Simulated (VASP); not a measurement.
Given:

```xyz
3
Lattice="0.0000 2.7722 2.7722 2.7722 0.0000 2.7722 2.7722 2.7722 0.0000" Properties=species:S:1:pos:R:3 pbc="T T T"
Ce     0.0000     0.0000     0.0000
O      1.3861     1.3861     1.3861
O      4.1583     4.1583     4.1583
```

These are PBE GGA with D3 dispersion (zero damping), VASP's PBE PAW potentials (set 64) (plane waves; VASP) values and carry that method's errors. Run with 520 eV cut-off, 7×7×7 Γ-centred mesh, Gaussian smearing of 0.050 eV, potentials Ce O.

Q: Give the stress tensor in GPa (positive for a compressed cell).

A: 
```
-9.27   0.00   0.00
 0.00  -9.27   0.00
 0.00   0.00  -9.27
```
The pressure is its mean diagonal, -9.27 GPa.

The compound is CeO2 in the fluorite structure. This cell is one point of a volume scan, at 1.06 of the reference volume. The run is not spin-polarised, so no magnetic state was tried.
